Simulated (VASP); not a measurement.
# Na3Ti4S8 (a cell with a defect) in VASP: further runs

The runs below take Na3Ti4S8 (a cell with a defect) through single point, with LDA.

All numbers are computed with VASP 6.6.1; they aren't measurements. Logs are shortened: lines on timing, memory, paths and dates and some standing lists are left out, and cuts for length are marked.

## (1) The crystal as given

The cell holds a defect, 15 atoms: a = 7.257 Å, b = 6.285 Å, c = 6.855 Å, α = 90.00°, β = 90.00°, γ = 90.00°.

## (2) Single point, LDA

INCAR reads:

```
PREC = Accurate ; ENCUT = 520
EDIFF = 1E-7 ; ISMEAR = -1
SIGMA = 0.05 ; LREAL = Auto
LASPH = True ; NELM = 100
ALGO = Fast ; ISIF = 2
LWAVE = False ; LCHARG = False
GGA = CA ; NBANDS = 72
```

KPOINTS reads:

```
regular mesh
0
Gamma
  2 2 2
```

POSCAR reads:

```
Na3Ti4S8
1.0
   -3.6285300000     -6.2847980000      0.0000000000
    5.4427950000     -3.1423990000      0.0000000000
    0.0000000000      0.0000000000      6.8552330000
Ti S Na
4 8 3
Direct
    0.7351912497      0.4930855388     -0.0098319051
    0.4686950596     -0.0348949236      0.0009190060
    0.2438898678      0.4501660823      0.0149520811
    0.0105363912     -0.0507952970      0.0439226500
    0.4570980492      0.6335704329      0.8240420129
    0.4963095544      0.2555992110      0.2160101633
    0.2091564583      0.0989988570      0.8034446094
    0.2290561780      0.8002574437      0.2157038280
   -0.0292527451      0.6121589251      0.8305625790
   -0.0348613838      0.2803898407      0.1911970023
    0.7095231760      0.1348619836      0.7990538031
    0.7175865053      0.7923289711      0.1849390094
    0.4855669302     -0.0439123331      0.5020106538
    0.2379687213      0.4405597941      0.5004498024
   -0.0243924812     -0.0449968903      0.5063868726
```

Potentials or basis: VASP PAW LDA potentials, release 64 (Ti_sv, S, Na_pv).

Run with:

```bash
> cat potpaw_LDA.64/Ti_sv/POTCAR potpaw_LDA.64/S/POTCAR potpaw_LDA.64/Na_pv/POTCAR > POTCAR
> mpirun -np 1 vasp_std > vasp.out
```

OUTCAR:

```text
PREC = Accurate
   ENCUT = 520
   EDIFF = 1E-7
   ISMEAR = -1
   LREAL = Auto
   LASPH = True
   NELM = 100
   ISIF = 2
   GGA = CA

 ion  position               nearest neighbor table
   1  0.735  0.493  0.990-   9 2.16  12 2.31   5 2.48  10 2.54  11 2.61   6 2.76
   2  0.469  0.965  0.001-   6 2.36   5 2.41  12 2.46   7 2.47  11 2.47   8 2.50
   3  0.244  0.450  0.015-   5 2.33   9 2.56  10 2.59   8 2.60   6 2.60   7 2.65
   4  0.011  0.949  0.044-   8 2.19  10 2.34   7 2.38  12 2.54   9 2.59
   5  0.457  0.634  0.824-   3 2.33   2 2.41   1 2.48
   6  0.496  0.256  0.216-   2 2.36   3 2.60  13 2.72   1 2.76
   7  0.209  0.099  0.803-   4 2.38   2 2.47   3 2.65
   8  0.229  0.800  0.216-   4 2.19   2 2.50   3 2.60
   9  0.971  0.612  0.831-   1 2.16   3 2.56   4 2.59
  10  0.965  0.280  0.191-   4 2.34   1 2.54   3 2.59
  11  0.710  0.135  0.799-   2 2.47   1 2.61
  12  0.718  0.792  0.185-   1 2.31   2 2.46   4 2.54
  13  0.486  0.956  0.502-   6 2.72
  14  0.238  0.441  0.500-
  15  0.976  0.955  0.506-

  LATTYP: Found a simple orthorhombic cell.
 ALAT       =     6.2847982376
 B/A-ratio  =     1.0907642124
 C/A-ratio  =     1.1547005093

  Lattice vectors:

 A1 = (   5.4427950000,  -3.1423990000,   0.0000000000)
 A2 = (   0.0000000000,   0.0000000000,   6.8552330000)
 A3 = (  -3.6285300000,  -6.2847980000,   0.0000000000)

Analysis of symmetry for initial positions (statically):
=====================================================================
 Subroutine PRICEL returns:
 Original cell was already a primitive cell.

 Routine SETGRP: Setting up the symmetry group for a
 simple orthorhombic supercell.

 Subroutine GETGRP returns: Found  1 space group operations
 (whereof  1 operations were pure point group operations)
 out of a pool of  8 trial point group operations.

The static configuration has the point symmetry C_1 .

Analysis of symmetry for dynamics (positions and initial velocities):
=====================================================================
 Subroutine PRICEL returns:
 Original cell was already a primitive cell.

 Routine SETGRP: Setting up the symmetry group for a
 simple orthorhombic supercell.

 Subroutine GETGRP returns: Found  1 space group operations
 (whereof  1 operations were pure point group operations)
 out of a pool of  8 trial point group operations.

The dynamic configuration has the point symmetry C_1 .

 Subroutine INISYM returns: Found  1 space group operations
 (whereof  1 operations are pure point group operations),
 and found     1 'primitive' translations

----------------------------------------------------------------------------------------

                                     Primitive cell

  volume of cell :     312.6614

  direct lattice vectors                    reciprocal lattice vectors
    -3.628530000 -6.284798000  0.000000000    -0.068898424 -0.119335578  0.000000000
     5.442795000 -3.142399000  0.000000000     0.137796849 -0.079557052  0.000000000
     0.000000000  0.000000000  6.855233000     0.000000000  0.000000000  0.145873962

  length of vectors
     7.257059726  6.284798238  6.855233000     0.137796854  0.159114098  0.145873962

  position of ions in fractional coordinates (direct lattice)
     0.735191250  0.493085539  0.990168095
     0.468695060  0.965105076  0.000919006
     0.243889868  0.450166082  0.014952081
     0.010536391  0.949204703  0.043922650
     0.457098049  0.633570433  0.824042013
     0.496309554  0.255599211  0.216010163
     0.209156458  0.098998857  0.803444609
     0.229056178  0.800257444  0.215703828
     0.970747255  0.612158925  0.830562579
     0.965138616  0.280389841  0.191197002
     0.709523176  0.134861984  0.799053803
     0.717586505  0.792328971  0.184939009
     0.485566930  0.956087667  0.502010654
     0.237968721  0.440559794  0.500449802
     0.975607519  0.955003110  0.506386873

  ion indices of the primitive-cell ions
   primitive index   ion index
                 1           1
                 2           2
                 3           3
                 4           4
                 5           5
                 6           6
                 7           7
                 8           8
                 9           9
                10          10
                11          11
                12          12
                13          13
                14          14
                15          15

----------------------------------------------------------------------------------------

 KPOINTS: regular mesh

Automatic generation of k-mesh.
 Grid dimensions read from file:
 generate k-points for:    2    2    2

 Generating k-lattice:

  Cartesian coordinates                     Fractional coordinates (reciprocal lattice)
    -0.034449212 -0.059667789  0.000000000     0.500000000  0.000000000  0.000000000
     0.068898424 -0.039778526  0.000000000     0.000000000  0.500000000  0.000000000
     0.000000000  0.000000000  0.072936981     0.000000000  0.000000000  0.500000000

  Length of vectors
     0.068898427  0.079557049  0.072936981

  Shift w.r.t. Gamma in fractional coordinates (k-lattice)
     0.000000000  0.000000000  0.000000000

 Subroutine IBZKPT returns following result:
 ===========================================

 Found      8 irreducible k-points:

 Following reciprocal coordinates:
            Coordinates               Weight
  0.000000  0.000000  0.000000      1.000000
  0.500000 -0.000000  0.000000      1.000000
 -0.000000  0.500000  0.000000      1.000000
  0.500000  0.500000  0.000000      1.000000
  0.000000  0.000000  0.500000      1.000000
  0.500000 -0.000000  0.500000      1.000000
 -0.000000  0.500000  0.500000      1.000000
  0.500000  0.500000  0.500000      1.000000
   k-points           NKPTS =      8   k-points in BZ     NKDIM =      8   number of bands    NBANDS=     72
   number of dos      NEDOS =    301   number of ions     NIONS =     15
   total plane-waves  NPLWV = 139968
   dimension x,y,z NGX =    54 NGY =   48 NGZ =   54
   dimension x,y,z NGXF=   108 NGYF=   96 NGZF=  108
   ions per type =               4   8   3
   NGX,Y,Z   is equivalent  to a cutoff of  12.37, 12.70, 13.10 a.u.
   NGXF,Y,Z  is equivalent  to a cutoff of  24.74, 25.39, 26.19 a.u.
 SYSTEM =  unknown system
   PREC   = accura    normal or accurate (medium, high low for compatibility)
   ISTART =      0    job   : 0-new  1-cont  2-samecut
   ICHARG =      2    charge: 1-file 2-atom 10-const
   ISPIN  =      1    spin polarized calculation?
   LNONCOLLINEAR =      F non collinear calculations
   LSORBIT =      F    spin-orbit coupling
   LASPH  =      T    aspherical Exc in radial PAW
   ENCUT  =  520.0 eV  38.22 Ry    6.18 a.u.  13.49 11.69 12.75*2*pi/ulx,y,z
   NELM   =    100;   NELMIN=  2; NELMDL= -5     # of ELM steps
   EDIFF  = 0.1E-06   stopping-criterion for ELM
   LREAL  =      T    real-space projection
   EDIFFG = 0.1E-05   stopping-criterion for IOM
   NSW    =      0    number of steps for IOM
   IBRION =     -1    ionic relax: 0-MD 1-quasi-New 2-CG
   NFREE  =      0    steps in history (QN), initial steepest desc. (CG)
   ISIF   =      2    stress and relaxation
   ISYM   =      2    0-nonsym 1-usesym 2-fastsym
   POTIM  = 0.5000    time-step for ionic-motion
   TEBEG  =    0.0;   TEEND  =   0.0 temperature during run
   PSTRESS=    0.0 pullay stress
   NELECT =     117.0000    total number of electrons
   NUPDOWN=      -1.0000    fix difference up-down
   EMIN   =  10.00;   EMAX   =-10.00  energy-range for DOS
   EFERMI =   0.00;   METHOD = LEGACY
   ISMEAR =    -1;   SIGMA  =   0.05  broadening in eV -4-tet -1-fermi 0-gaus
   EFERMI_NEDOS =   21; number of points for ismear=-14 and -15
   IALGO  =     68    algorithm
   IMIX   =      4    mixing-type and parameters
     AMIX     =   0.40;   BMIX     =  1.00
     AMIX_MAG =   1.60;   BMIX_MAG =  1.00
  volume/ion in A,a.u.               =      20.84       140.66
  Fermi-wavevector in a.u.,A,eV,Ry     =   1.179719  2.229346 18.935741  1.391738
  Thomas-Fermi vector in A             =   2.316025
   LORBIT       =      0    0 simple, 1 ext, 2 COOP (PROOUT), +10 PAW based schemes
   GGA     = CA    functional components
   LHFCALC =     F    Hartree Fock is set to
   AEXX    =    0.0000 exact exchange contribution
   IVDW    =     0    specifies the selected vdW correction
   LEPSILON=     F    determine dielectric tensor
   LRPA    =     F    only Hartree local field effects (RPA)
 non-spin polarized calculation
 RMM-DIIS sequential band-by-band and
  energy-cutoff  :      520.00
  volume of cell :      312.66
 maximum number of plane-waves:      8468
 NGX is ok and might be reduce to    54
   NGX = 27   NGY = 23   NGZ = 25

 number of electron     117.0000014 magnetization

 Free energy of the ion-electron system (eV)
  ---------------------------------------------------
  ext. energy  EPLUGINS =         0.00000000
  ---------------------------------------------------
  free energy    TOTEN  =       -95.16270022 eV

  energy without entropy =      -95.06214058  energy(sigma->0) =      -95.11242040

 E-fermi :   4.5712     XC(G=0):  -9.5681

 val. band max:        4.5706109512   @ k =   0.5000  -0.0000   0.5000
 cond. band min:       4.5808708134   @ k =   0.5000   0.5000   0.5000
 fundamental gap:      0.0102598622
 Fermi energy:         4.5712397673

 k-point     1 :       0.0000    0.0000    0.0000
  band No.  band energies     occupation
      1     -52.7215      2.00000
      2     -52.6683      2.00000
      3     -52.5439      2.00000
      4     -52.5141      2.00000
      5     -29.4337      2.00000
      6     -29.3968      2.00000
[... 62 lines left out ...]
     69       5.8397      0.00000
     70       6.2270      0.00000
[... 509 lines left out ...]
     69       5.9285      0.00000
     70       6.3401      0.00000
 [bands above 70 left out]

------------------------ aborting loop because EDIFF is reached ----------------------------------------

  FORCE on cell =-STRESS in cart. coord.  units (eV):
  Direction    XX          YY          ZZ          XY          YZ          ZX
  --------------------------------------------------------------------------------------
  -------------------------------------------------------------------------------------
  Total      -12.5270906    -11.2913534     -1.2403452      1.6620579      1.7850296      0.4089014
  in kB      -64.1928328    -57.8605190     -6.3559267      8.5169183      9.1470649      2.0953421
  external PRESSURE =     -42.8030928 kB  Pullay stress =       0.0000000 kB

 VOLUME and BASIS-vectors are now :
 -----------------------------------------------------------------------------
  energy-cutoff  :      520.00
  volume of cell :      312.66
      direct lattice vectors                 reciprocal lattice vectors
    -3.628530000 -6.284798000  0.000000000    -0.068898424 -0.119335578  0.000000000
     5.442795000 -3.142399000  0.000000000     0.137796849 -0.079557052  0.000000000
     0.000000000  0.000000000  6.855233000     0.000000000  0.000000000  0.145873962

 POSITION                                       TOTAL-FORCE (eV/Angst)
 -----------------------------------------------------------------------------------
      0.01610     -6.17000      6.78783        -0.668068      2.119739      0.901198
      3.55219     -5.97840      0.00630         0.535508     -0.703461     -0.710708
      1.56520     -2.94740      0.10250        -0.521464      1.032709      0.353881
      5.12809     -3.04900      0.30110         1.268057      1.392093     -2.082795
      1.78980     -4.86370      5.64900        -0.702251     -0.187931     -0.831255
     -0.40970     -3.92240      1.48080         1.502269     -0.060189     -0.259076
     -0.22010     -1.62560      5.50780         0.307596     -0.698268      0.089492
      3.52450     -3.95430      1.47870        -1.636267     -0.205844      1.492636
     -0.19053     -8.02460      5.69370        -0.127178     -2.081248     -1.389791
     -1.97593     -6.94680      1.31070         0.140519     -0.596829      0.483776
     -1.84050     -4.88300      5.47770        -0.128485      0.202449      0.380243
      1.70870     -6.99970      1.26780        -0.038444     -0.391393      1.036015
      3.44189     -6.05610      3.44140        -0.137646     -0.134735      0.189693
      1.53440     -2.88000      3.43070        -0.020921      0.019042      0.078897
      1.65787     -9.13250      3.47140         0.226776      0.293865      0.267793
 -----------------------------------------------------------------------------------
    total drift:                               -0.001591     -0.001935      0.014041

  FREE ENERGIE OF THE ION-ELECTRON SYSTEM (eV)
  ---------------------------------------------------
  free  energy   TOTEN  =       -95.1627002228 eV

  energy  without entropy=      -95.0621405820  energy(sigma->0) =      -95.11242040
```

It took 9.2 min on 1 thread of AMD EPYC 9R14 (Zen 4), shared host; peak memory 0.32 GiB.

Results:

- Free energy: -95.1627 eV
- Pressure: -4.3 GPa
- Largest force: 2.808 eV/Å
- Band gap on the k mesh: none (metal or under the smearing width)

Forces in eV/Å, atoms in the order of the input:
```
Ti  -0.668  2.120  0.901
Ti   0.536 -0.703 -0.711
Ti  -0.521  1.033  0.354
Ti   1.268  1.392 -2.083
S   -0.702 -0.188 -0.831
S    1.502 -0.060 -0.259
S    0.308 -0.698  0.089
S   -1.636 -0.206  1.493
S   -0.127 -2.081 -1.390
S    0.141 -0.597  0.484
S   -0.128  0.202  0.380
S   -0.038 -0.391  1.036
Na  -0.138 -0.135  0.190
Na  -0.021  0.019  0.079
Na   0.227  0.294  0.268
```

Levels at points of the mesh, in eV from the Fermi level:
```csv
k point,band 56,band 57,band 58,band 59,band 60,band 61
"(0.00, 0.00, 0.00)",-1.51,-1.26,-0.11,0.11,0.15,0.26
"(0.50, 0.00, 0.00)",-1.75,-1.41,0.02,0.09,0.24,0.27
"(0.00, 0.50, 0.00)",-1.73,-1.57,-0.22,-0.10,-0.03,0.11
"(0.50, 0.50, 0.00)",-1.98,-1.64,-0.21,0.05,0.25,0.38
"(0.00, 0.00, 0.50)",-1.53,-1.26,-0.20,0.11,0.15,0.29
"(0.50, 0.00, 0.50)",-1.95,-1.76,0.00,0.05,0.27,0.30
"(0.00, 0.50, 0.50)",-1.96,-1.72,-0.33,-0.19,-0.09,0.04
"(0.50, 0.50, 0.50)",-1.99,-1.79,-0.26,0.01,0.25,0.39
```

Caveat: the k mesh is coarse (spacing up to 0.50 Å⁻¹), so the values aren't converged.

(Continued in part 2 of 2.)
